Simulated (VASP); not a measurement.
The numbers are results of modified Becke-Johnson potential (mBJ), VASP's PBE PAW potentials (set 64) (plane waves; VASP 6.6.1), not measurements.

The input files of a VASP run:

KPOINTS:
```
Automatic mesh
0
Gamma
6 6 6
0 0 0
```

File KPOINTS_OPT:
```
k-points along high-symmetry lines
11
Line-mode
Reciprocal
  0.000000   0.000000   0.000000 ! GAMMA
  0.500000   0.000000   0.500000 ! X

  0.500000   0.000000   0.500000 ! X
  0.625000   0.250000   0.625000 ! U

  0.375000   0.375000   0.750000 ! K
  0.000000   0.000000   0.000000 ! GAMMA

  0.000000   0.000000   0.000000 ! GAMMA
  0.500000   0.500000   0.500000 ! L

  0.500000   0.500000   0.500000 ! L
  0.500000   0.250000   0.750000 ! W

  0.500000   0.250000   0.750000 ! W
  0.500000   0.000000   0.500000 ! X
```

**POSCAR**
```
LiCl
1
    0.0000000000     2.5708929646     2.5708929646
    2.5708929646     0.0000000000     2.5708929646
    2.5708929646     2.5708929646     0.0000000000
Li Cl
1 1
Direct
  0.0000000000   0.0000000000   0.0000000000
  0.5000000000   0.5000000000   0.5000000000
```

INCAR:
```
LCHARG = .FALSE.
SIGMA = 0.05
ALGO = Normal   ! blocked Davidson
EDIFF = 1E-6
IMIX = 1
LMIXTAU = .TRUE.
LASPH = .TRUE.   ! aspherical one-centre terms
LWAVE = .FALSE.
METAGGA = MBJ
SYSTEM = LiCl
ISIF = 0
AMIX = 0.1
ENCUT = 500   ! plane-wave cut-off (eV)
PREC = Accurate
LREAL = .FALSE.   ! projection in real space or not
NELM = 300   ! most electronic steps
ISMEAR = 0   ! Gaussian
```

POTCAR, in this order: Li_sv Cl (PBE.64 set). Program: vasp_std. Read from the step before: WAVECAR.

What VASP printed:

OUTCAR:
```
 ion  position               nearest neighbor table
   1  0.000  0.000  0.000-   2 2.57   2 2.57   2 2.57   2 2.57   2 2.57   2 2.57
   2  0.500  0.500  0.500-   1 2.57   1 2.57   1 2.57   1 2.57   1 2.57   1 2.57
  LATTYP: Found a face centered cubic cell.
 ALAT       =     5.1417859292
 Subroutine PRICEL returns:
 Original cell was already a primitive cell.
 Subroutine GETGRP returns: Found 48 space group operations
The static configuration has the point symmetry O_h .
The dynamic configuration has the point symmetry O_h .
 Subroutine INISYM returns: Found 48 space group operations
 Subroutine IBZKPT returns following result:
 Found     16 irreducible k-points:

 Following reciprocal coordinates:
            Coordinates               Weight
  0.000000  0.000000  0.000000      1.000000
  0.166667  0.000000  0.000000      8.000000
  0.333333  0.000000  0.000000      8.000000
  0.500000  0.000000  0.000000      4.000000
  0.166667  0.166667  0.000000      6.000000
  0.333333  0.166667  0.000000     24.000000
  0.500000  0.166667  0.000000     24.000000
 -0.333333  0.166667  0.000000     24.000000
 -0.166667  0.166667  0.000000     12.000000
...
```

OSZICAR:
```
...
DAV: 217     0.516434716868E+02    0.60382E+01   -0.23061E+01   294   0.617E+01    0.544E+01
DAV: 218     0.453334330947E+02   -0.63100E+01   -0.44178E+01   297   0.101E+02    0.209E+02
DAV: 219     0.483184476176E+02    0.29850E+01   -0.16685E+02   291   0.163E+02    0.233E+02
DAV: 220     0.515237591591E+02    0.32053E+01   -0.49162E+01   294   0.849E+01    0.201E+01
DAV: 221     0.514973481028E+02   -0.26411E-01   -0.50047E+00   292   0.203E+01    0.899E+01
DAV: 222    -0.627904931084E+02   -0.11429E+03   -0.13407E+03   422   0.870E+02    0.193E+02
DAV: 223     0.297034525614E+02    0.92494E+02   -0.11533E+03   288   0.361E+02    0.579E+01
DAV: 224     0.405084092925E+02    0.10805E+02   -0.65653E+02   368   0.164E+02    0.171E+02
DAV: 225     0.505002034362E+02    0.99918E+01   -0.84352E+01   375   0.109E+02    0.773E+01
DAV: 226     0.500068262858E+02   -0.49338E+00   -0.43338E+01   288   0.821E+01    0.806E+01
DAV: 227    -0.299684858413E+03   -0.34969E+03   -0.30781E+03   371   0.144E+03    0.314E+02
DAV: 228    -0.219240067905E+00    0.29947E+03   -0.22858E+03   288   0.455E+02    0.537E+01
DAV: 229     0.324906488563E+02    0.32710E+02   -0.14645E+03   392   0.222E+02    0.110E+02
DAV: 230     0.280399856132E+02   -0.44507E+01   -0.73151E+02   299   0.581E+02    0.410E+02
DAV: 231     0.471686252041E+02    0.19129E+02   -0.27926E+02   288   0.215E+02    0.169E+02
DAV: 232     0.355856645182E+01   -0.43610E+02   -0.95098E+02   307   0.623E+02    0.389E+02
DAV: 233     0.471239130154E+02    0.43565E+02   -0.45736E+02   294   0.248E+02    0.161E+02
DAV: 234     0.428919074987E+02   -0.42320E+01   -0.22771E+02   327   0.102E+02    0.198E+02
DAV: 235     0.491632302248E+02    0.62713E+01   -0.61877E+01   313   0.933E+01    0.391E+01
DAV: 236     0.502764625067E+02    0.11132E+01   -0.14486E+01   348   0.271E+01    0.693E+01
DAV: 237     0.261886950419E+01   -0.47658E+02   -0.58180E+02   397   0.491E+02    0.193E+02
DAV: 238     0.428632369564E+02    0.40244E+02   -0.54511E+02   289   0.272E+02    0.170E+02
DAV: 239     0.458519623821E+02    0.29887E+01   -0.24892E+02   333   0.132E+02    0.744E+01
DAV: 240     0.502275351274E+02    0.43756E+01   -0.37396E+01   319   0.551E+01    0.419E+01
DAV: 241     0.505405578466E+02    0.31302E+00   -0.20313E+01   289   0.387E+01    0.710E+01
DAV: 242     0.475190647515E+02   -0.30215E+01   -0.27083E+01   320   0.547E+01    0.156E+02
DAV: 243     0.462323687396E+02   -0.12867E+01   -0.11644E+02   291   0.133E+02    0.222E+02
DAV: 244     0.489417213135E+02    0.27094E+01   -0.14344E+02   288   0.173E+02    0.134E+02
DAV: 245     0.499563270176E+02    0.10146E+01   -0.25115E+01   288   0.650E+01    0.101E+02
DAV: 246     0.492634179310E+02   -0.69291E+00   -0.30311E+01   288   0.831E+01    0.839E+01
DAV: 247     0.501380871387E+02    0.87467E+00   -0.22600E+01   288   0.651E+01    0.959E+01
DAV: 248     0.491270479551E+02   -0.10110E+01   -0.32416E+01   289   0.851E+01    0.924E+01
DAV: 249     0.504505063662E+02    0.13235E+01   -0.23774E+01   289   0.654E+01    0.905E+01
DAV: 250     0.473302788325E+02   -0.31202E+01   -0.62697E+01   289   0.125E+02    0.148E+02
DAV: 251     0.513692942442E+02    0.40390E+01   -0.25605E+01   291   0.688E+01    0.295E+01
DAV: 252     0.508861180826E+02   -0.48318E+00   -0.26437E+00   321   0.152E+01    0.385E+01
DAV: 253     0.508070309999E+02   -0.79087E-01   -0.12391E+00   320   0.141E+01    0.693E+01
DAV: 254     0.501308543664E+02   -0.67618E+00   -0.21853E+00   289   0.190E+01    0.109E+02
DAV: 255     0.504476780443E+02    0.31682E+00   -0.51514E+00   294   0.296E+01    0.238E+01
DAV: 256     0.503907703151E+02   -0.56908E-01   -0.57085E-01   296   0.947E+00    0.497E+01
DAV: 257     0.499750321485E+02   -0.41574E+00   -0.12671E+00   291   0.149E+01    0.798E+01
DAV: 258     0.490895253289E+02   -0.88551E+00   -0.19759E+00   293   0.179E+01    0.113E+02
DAV: 259     0.497018302457E+02    0.61230E+00   -0.68857E+00   288   0.337E+01    0.225E+01
DAV: 260     0.496224432202E+02   -0.79387E-01   -0.41369E-01   290   0.817E+00    0.443E+01
DAV: 261     0.492974759314E+02   -0.32497E+00   -0.84595E-01   290   0.121E+01    0.664E+01
DAV: 262     0.486946388599E+02   -0.60284E+00   -0.12597E+00   291   0.140E+01    0.917E+01
DAV: 263     0.490163696805E+02    0.32173E+00   -0.13134E+01   288   0.474E+01    0.219E+01
DAV: 264     0.480488787728E+02   -0.96749E+00   -0.66387E+00   293   0.384E+01    0.788E+01
DAV: 265     0.490584898060E+02    0.10096E+01   -0.27038E+01   288   0.670E+01    0.843E+01
DAV: 266     0.471876382933E+02   -0.18709E+01   -0.51721E+01   289   0.104E+02    0.115E+02
DAV: 267     0.494634092692E+02    0.22758E+01   -0.31940E+01   289   0.720E+01    0.736E+01
DAV: 268     0.486444519485E+02   -0.81896E+00   -0.28550E+00   318   0.187E+01    0.928E+01
DAV: 269     0.491954984936E+02    0.55105E+00   -0.73363E+00   290   0.339E+01    0.915E+00
DAV: 270     0.492798091254E+02    0.84311E-01   -0.32086E-01   355   0.479E+00    0.167E+01
DAV: 271     0.492099780197E+02   -0.69831E-01   -0.19019E-01   336   0.455E+00    0.194E+01
DAV: 272     0.491573417132E+02   -0.52636E-01   -0.17563E-01   289   0.523E+00    0.284E+01
DAV: 273     0.490459289721E+02   -0.11141E+00   -0.32623E-01   294   0.697E+00    0.415E+01
DAV: 274     0.487523034141E+02   -0.29363E+00   -0.52832E-01   293   0.911E+00    0.569E+01
DAV: 275     0.132453900983E+02   -0.35507E+02   -0.44997E+02   288   0.400E+02    0.113E+02
DAV: 276     0.457594502582E+02    0.32514E+02   -0.30870E+02   292   0.199E+02    0.166E+01
DAV: 277     0.468906297097E+02    0.11312E+01   -0.14286E+02   349   0.796E+01    0.386E+01
DAV: 278    -0.200123675374E+02   -0.66903E+02   -0.88318E+02   312   0.650E+02    0.189E+02
DAV: 279     0.402783989513E+02    0.60291E+02   -0.50556E+02   288   0.230E+02    0.110E+02
DAV: 280     0.470138156144E+02    0.67354E+01   -0.34015E+02   346   0.123E+02    0.508E+01
DAV: 281     0.503070674042E+02    0.32933E+01   -0.45238E+01   362   0.647E+01    0.328E+01
DAV: 282     0.504464515418E+02    0.13938E+00   -0.19136E+01   288   0.368E+01    0.665E+01
DAV: 283     0.485724232809E+02   -0.18740E+01   -0.24666E+01   319   0.510E+01    0.148E+02
DAV: 284     0.513143668826E+02    0.27419E+01   -0.28357E+01   302   0.703E+01    0.463E+01
DAV: 285     0.504621624040E+02   -0.85220E+00   -0.29582E+00   307   0.224E+01    0.816E+01
DAV: 286     0.507915094619E+02    0.32935E+00   -0.70949E+00   297   0.349E+01    0.153E+01
DAV: 287     0.509589055380E+02    0.16740E+00   -0.40922E-01   329   0.555E+00    0.975E+00
DAV: 288     0.508556994007E+02   -0.10321E+00   -0.40001E-01   312   0.824E+00    0.217E+01
DAV: 289     0.505047740867E+02   -0.35093E+00   -0.99249E-01   295   0.133E+01    0.500E+01
DAV: 290     0.498695709322E+02   -0.63520E+00   -0.16637E+00   290   0.166E+01    0.853E+01
DAV: 291     0.489786036935E+02   -0.89097E+00   -0.43303E+01   288   0.975E+01    0.108E+02
DAV: 292     0.499178961920E+02    0.93929E+00   -0.32969E+01   288   0.754E+01    0.921E+01
DAV: 293     0.496345956285E+02   -0.28330E+00   -0.29826E+01   294   0.756E+01    0.808E+01
DAV: 294     0.495383096096E+02   -0.96286E-01   -0.27734E+01   292   0.663E+01    0.110E+02
DAV: 295     0.500258020249E+02    0.48749E+00   -0.56681E+00   292   0.286E+01    0.259E+01
DAV: 296     0.497157736164E+02   -0.31003E+00   -0.11757E+00   288   0.123E+01    0.601E+01
DAV: 297     0.492004037447E+02   -0.51537E+00   -0.13875E+00   293   0.137E+01    0.850E+01
DAV: 298     0.493434130482E+02    0.14301E+00   -0.15569E+01   289   0.518E+01    0.378E+01
DAV: 299     0.461921931638E+02   -0.31512E+01   -0.21642E+01   291   0.731E+01    0.126E+02
DAV: 300     0.500753357424E+02    0.38831E+01   -0.37097E+01   288   0.797E+01
   1 F= 0.50075336E+02 E0= 0.50075336E+02  d E =-.122893E-15
       N       E                     dE             ncg
       N       E                     dE             ncg
       N       E                     dE             ncg
       N       E                     dE             ncg
       N       E                     dE             ncg
```

**OUTCAR**
```
------------------------ aborting loop EDIFF was not reached (unconverged)  ----------------------------
  volume of cell :       33.98
      direct lattice vectors                 reciprocal lattice vectors
     0.000000000  2.570892965  2.570892965    -0.194484954  0.194484954  0.194484954
     2.570892965  0.000000000  2.570892965     0.194484954 -0.194484954  0.194484954
     2.570892965  2.570892965  0.000000000     0.194484954  0.194484954 -0.194484954
  FREE ENERGIE OF THE ION-ELECTRON SYSTEM (eV)
  ---------------------------------------------------
  free  energy   TOTEN  =        50.0753357424 eV

  energy  without entropy=       50.0753357424  energy(sigma->0) =       50.07533574

     CMBJ =    1.0000

     CMBJA=   -0.0120

     CMBJB=    1.0230

     CMBJE=    0.5000

    CMBJ =    2.0000
```
(Selected blocks of OUTCAR.)

stdout:
```
...
DAV: 292     0.499178961920E+02    0.93929E+00   -0.32969E+01   288   0.754E+01    0.921E+01
DAV: 293     0.496345956285E+02   -0.28330E+00   -0.29826E+01   294   0.756E+01    0.808E+01
DAV: 294     0.495383096096E+02   -0.96286E-01   -0.27734E+01   292   0.663E+01    0.110E+02
DAV: 295     0.500258020249E+02    0.48749E+00   -0.56681E+00   292   0.286E+01    0.259E+01
DAV: 296     0.497157736164E+02   -0.31003E+00   -0.11757E+00   288   0.123E+01    0.601E+01
DAV: 297     0.492004037447E+02   -0.51537E+00   -0.13875E+00   293   0.137E+01    0.850E+01
DAV: 298     0.493434130482E+02    0.14301E+00   -0.15569E+01   289   0.518E+01    0.378E+01
DAV: 299     0.461921931638E+02   -0.31512E+01   -0.21642E+01   291   0.731E+01    0.126E+02
DAV: 300     0.500753357424E+02    0.38831E+01   -0.37097E+01   288   0.797E+01

 -----------------------------------------------------------------------------
|                                                                             |
|           W    W    AA    RRRRR   N    N  II  N    N   GGGG   !!!           |
|           W    W   A  A   R    R  NN   N  II  NN   N  G    G  !!!           |
|           W    W  A    A  R    R  N N  N  II  N N  N  G       !!!           |
|           W WW W  AAAAAA  RRRRR   N  N N  II  N  N N  G  GGG   !            |
|           WW  WW  A    A  R   R   N   NN  II  N   NN  G    G                |
|           W    W  A    A  R    R  N    N  II  N    N   GGGG   !!!           |
|                                                                             |
|     The electronic self-consistency was not achieved in the given           |
|     number of steps (NELM). The forces and other quantities evaluated       |
|     might not be reliable so examine the results carefully. If you find     |
|     spurious results, we suggest increasing NELM, if you were close to      |
|     convergence or switching to a different ALGO or adjusting the           |
|     density mixing parameters otherwise.                                    |
|                                                                             |
 -----------------------------------------------------------------------------

   1 F= 0.50075336E+02 E0= 0.50075336E+02  d E =-.122893E-15
 Start KPOINTS_OPT (optional k-point list driver)
k-point batch [1-16\66]
       N       E                     dE             ncg
k-point batch [17-32\66]
       N       E                     dE             ncg
k-point batch [33-48\66]
       N       E                     dE             ncg
k-point batch [49-64\66]
       N       E                     dE             ncg
k-point batch [65-66\66]
       N       E                     dE             ncg
```

Convergence was not reached.

mBJ is a potential without an energy functional, so only the levels count.

The structure comes from a computed database's LiCl entry (Fm-3m); how it stands against other phases isn't given here. It was relaxed first. The cell's shape comes from a PBE relaxation.
